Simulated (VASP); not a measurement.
All values below come from LDA (Ceperley-Alder, Perdew-Zunger), VASP's LDA PAW potentials (set 64) (plane waves; VASP).

Gaps are without spin-orbit coupling.

| Property | Value |
|---|---|
| volume per atom | 5.75 Å^3/atom |
| band gap (over mesh and band path) | 4.37 eV |
| smallest direct gap (over mesh and band path) | 8.81 eV |

Which relaxed crystal gives these values?
A. SrO, Fm-3m (225)
B. BN, F-43m (216)
C. CdF2, Fm-3m (225)
D. Rb2O2, Immm (71)

B, BN, F-43m (216)
